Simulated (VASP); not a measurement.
The cell holds one Cu3Au (L1_2) (111) slab, with vacuum along c, ions free to move until forces fall under 0.03 eV/Å, no reconstruction beyond this cell, dipole correction on.

Here is the system:

```
AuCu3
1.0
    5.25543     0.00000     0.00000
   -2.62771     4.55134     0.00000
    0.00000     0.00000    25.59220
Cu Au
15 5
Direct
  0.83780   0.16220   0.33411
  0.83780   0.67560   0.33411
  0.32440   0.16220   0.33411
  0.16712   0.83288   0.41638
  0.16712   0.33424   0.41638
  0.66576   0.83288   0.41638
  0.50000   0.50000   0.50000
  0.50000   0.00000   0.50000
  0.00000   0.50000   0.50000
  0.83288   0.16712   0.58362
  0.83288   0.66576   0.58362
  0.33424   0.16712   0.58362
  0.16220   0.83780   0.66589
  0.16220   0.32440   0.66589
  0.67560   0.83780   0.66589
  0.33333   0.66667   0.33094
  0.66667   0.33333   0.41705
  0.00000   0.00000   0.50000
  0.33333   0.66667   0.58295
  0.66667   0.33333   0.66906
```

Level of theory: PBEsol GGA, VASP's PBE PAW potentials (set 64) (plane waves; VASP). Settings: 400 eV cut-off, 6×6×1 Γ-centred mesh, first-order Methfessel-Paxton smearing of 0.10 eV, potentials Cu Au.

Slab and bulk use different k-meshes, so the surface energy is good to a few per cent at best. Unless said otherwise, spin-orbit coupling is left out, though it shifts the bands of the heavy elements here.

### Question
Predict its surface energy, work function, band gap (on the k-mesh).

### Answer

surface energy: 1.43 J/m^2
work function: 4.97 eV
band gap (on the k-mesh): none (metal, semimetal or under 0.01 eV)

The cell is a thin slab with vacuum, built from Cu3Au (L1_2): (111) face.
